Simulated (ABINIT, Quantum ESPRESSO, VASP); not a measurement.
## Ca2Si (Fm-3m, 3 atoms in the cell) computed with different codes at matched settings

Self-consistent single point.

```
CELL_PARAMETERS angstrom
      0.00000     3.58523     3.58523
      3.58523     0.00000     3.58523
      3.58523     3.58523     0.00000
ATOMIC_POSITIONS crystal
  Ca 0.75000 0.75000 0.75000
  Ca 0.25000 0.25000 0.25000
  Si 0.00000 0.00000 0.00000
```

Shared settings, as Quantum ESPRESSO writes them: occupations = fixed; K_POINTS = automatic 8 8 8 0 0 0. Potentials and cutoffs stand in the table.

| code | model | pressure (GPa) | gap on the mesh (eV) | cutoff |
|---|---|---|---|---|
| VASP | LDA (PZ), VASP's LDA PAW potentials (set 64) | -2.66 | 0.503 | 300 eV |
| Quantum ESPRESSO | LDA (PZ), GBRV 1.5 ultrasoft (LDA) pseudopotentials | -2.63 | 0.510 | 40 Ry |
| ABINIT | LDA (PW92), PAW (JTH v2.0 LDA PAW) | -2.67 | 0.511 | 20 Ha |

Gaps are read on the mesh.

The spread over the programs that give each value: pressure within 0.04 GPa; gap on the mesh within 0.008 eV.

The same LDA comes in different parametrisations, which differ slightly.

VASP's run is marked for a possible Pulay error in its stress at this cutoff; no cutoff test was made.

VASP ran the fixed occupations as a Gaussian smearing of 0.01 eV.

The starting cell comes from a database of computed structures (which also holds hypothetical and non-ambient phases and stackings), without a prior relaxation at this level.

Left out of this page: Ansatz, GPAW, CP2K, Elk and SIESTA (not drawn, or without a comparable value).
